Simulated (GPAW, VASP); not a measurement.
Given: the input of a run of GPAW 26.7.0 (ASE script) on PtF2. The cell comes from a database or a generator and needn't be the stable form of this composition.

Contents of run.py:

```python
from ase import Atoms
from ase.dft.bandgap import bandgap
from ase.io import write
from ase.units import Bohr, GPa
from gpaw import GPAW, PW
from gpaw.elf import elf_from_dft_calculation

atoms = Atoms(['Pt', 'F', 'F'],
              cell=[[0.0, 2.55255061, 2.55255061],
                    [2.55255061, 0.0, 2.55255061],
                    [2.55255061, 2.55255061, 0.0]],
              scaled_positions=[[0.0, 0.0, 0.0],
                                [0.25, 0.25, 0.25],
                                [0.75, 0.75, 0.75]],
              pbc=True)
atoms.set_initial_magnetic_moments([0.36, 0.0, 0.0])

calc = GPAW(mode=PW(800),
            xc='PBE',
            kpts={'size': (6, 6, 6), 'gamma': True},
            occupations={'name': 'methfessel-paxton', 'order': 0, 'width': 0.05},
            setups={'Pt': ':d,3.0'},
            nbands=28,
            convergence={'density': 1e-05, 'energy': 1e-05},
            maxiter=150,
            txt='gpaw.txt')
atoms.calc = calc
energy = atoms.get_potential_energy()
forces = atoms.get_forces()
stress = atoms.get_stress()
calc.write('gs.gpw')
write('result.traj', atoms)
print(f'Energy: {energy:.6f} eV')
print('Forces (eV/A):')
print(forces.round(4))
print('Stress (GPa):', (stress / GPa).round(3))
print('Moments:', calc.get_magnetic_moments().round(3))
print('Fermi level:', round(calc.get_fermi_level(), 4), 'eV')
print(f'Gap: {bandgap(calc)[0]:.4f} eV, direct: {bandgap(calc, direct=True)[0]:.4f} eV')

# fields on the real-space grid
write('density.cube', atoms, data=calc.get_pseudo_density() * Bohr**3)
write('potential.cube', atoms, data=calc.get_electrostatic_potential())
write('spin.cube', atoms, data=(calc.get_pseudo_density(spin=0) - calc.get_pseudo_density(spin=1)) * Bohr**3)
write('elf.cube', atoms, data=elf_from_dft_calculation(calc).data)
```

Potentials or basis: GPAW PAW data sets (gpaw-data 1.2.1), pw.

Command:

```bash
$ OMP_NUM_THREADS=1 python run.py
```

Problem. Set up the same calculation for VASP 6.6.1. Potentials or basis there: PBE PAW files F, Pt, 520 eV.

Solution. As run (cutoffs and basis follow the program's own potentials, and thresholds, step limits or extra output files can differ):

Contents of INCAR:

```
  PREC = Accurate
  ENCUT = 520
  EDIFF = 1E-7
  ISMEAR = 0
  SIGMA = 0.05
  LREAL = False
  LASPH = True
  NELM = 60
  ALGO = Normal
  ISIF = 2
  LWAVE = False
  LCHARG = True
  ISPIN = 2
  MAGMOM = 0.36 0 0
  LORBIT = 11
  LMAXMIX = 4
  LDAU = True
  LDAUTYPE = 2
  LDAUL = 2 -1
  LDAUU = 3 0
  LDAUJ = 0 0
  LDAUPRINT = 1
  GGA = PE
  LELF = True
  LVHAR = True
```

KPOINTS

```
Automatic mesh
0
Gamma
  6 6 6
```

File POSCAR:

```
PtF2
1.0
    0.0000000000      2.5525506100      2.5525506100
    2.5525506100      0.0000000000      2.5525506100
    2.5525506100      2.5525506100      0.0000000000
Pt F
1 2
Direct
    0.0000000000      0.0000000000      0.0000000000
    0.2500000000      0.2500000000      0.2500000000
    0.7500000000      0.7500000000      0.7500000000
```

Potentials or basis: VASP PAW PBE potentials, release 64 (Pt, F).

Command:

```bash
$ cat potpaw_PBE.64/Pt/POTCAR potpaw_PBE.64/F/POTCAR > POTCAR
$ mpirun -np 1 vasp_std > vasp.out
```

Both were run:

|  | GPAW | VASP |
| --- | --- | --- |
| Pressure | 35.2 GPa | 35.8 GPa |
| Net moment | 2.01 μB per cell | 2.01 μB per cell |

The potentials hold 30 and 24 valence electrons a cell.

The magnetic state is the one that the start led to; the real crystal's order can differ.

The cell lies far from this level's equilibrium.

How U acts hangs on each program's projectors.

Pressure is positive in compression.
